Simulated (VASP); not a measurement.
An input for Ansatz (written as the equivalent of a VASP run, and not itself run):

Ansatz 0.2 input:
```yaml
crystal:
  lattice:
    - [1.5303427, -2.6506316, 0.0000000]
    - [1.5303427, 2.6506316, 0.0000000]
    - [0.0000000, 0.0000000, 3.3679341]
  atoms:
    - { symbol: Hf, position: [0.0000000, 0.0000000, 0.0000000] }
    - { symbol: B, position: [0.3333330, 0.6666670, 0.5000000] }
    - { symbol: B, position: [0.6666670, 0.3333330, 0.5000000] }
kpoints:
  mp_grid: { grid: [10, 10, 8] }
hamiltonian:
  xc: pbesol
  pseudopotentials: { kind: paw }
scf:
  occupations: { method: methfessel_paxton, width: 0.1 }
  max_iter: 100
relax:
  max_steps: 40
  f_tol: 0.01
  cell: { p_target: 20 }
output: { forces: true, stress: true, eigenvalues: true }
```

Question: Translate this input to VASP (INCAR, KPOINTS, POSCAR, choice of POTCAR).

Answer: This is not unique; one that fits is 
**KPOINTS**
```
Regular mesh
0
G
10 10 8
```

File POSCAR:
```
HfB2
1
    1.5303427172    -2.6506315941     0.0000000000
    1.5303427172     2.6506315941     0.0000000000
    0.0000000000    -0.0000000000     3.3679341117
Hf B
1 2
Direct
  0.0000000000   0.0000000000   0.0000000000
  0.3333330000   0.6666670000   0.5000000000
  0.6666670000   0.3333330000   0.5000000000
```

### INCAR
```
! general
SYSTEM   =  HfB2
PREC     =  Accurate
ENCUT    =  600
LREAL    =  .FALSE.
LASPH    =  .TRUE.

! electronic loop
EDIFF    =  1E-7
NELM     =  100
ALGO     =  Normal
LMAXMIX  =  6

! smearing
ISMEAR   =  1
SIGMA    =  0.1

! functional
GGA      =  PS

! ions
IBRION   =  2
NSW      =  40
ISIF     =  3
EDIFFG   =  -0.01
PSTRESS  =  200

! output
LWAVE    =  .FALSE.
LCHARG   =  .FALSE.
```

POTCAR, in this order: Hf_pv B (PBE.64 set). Program: vasp_std.

Limits of the translation: each code has its own PAW files, so the cut-off isn't converted (ENCUT is set for VASP's; basis.ecutwfc is left out, and Ansatz then takes the one that its files recommend); Ansatz stops its SCF on the density residual and VASP on the energy change (EDIFF).

The compound is HfB2 in the AlB2 type structure. It was relaxed first under an external pressure of 20 GPa.
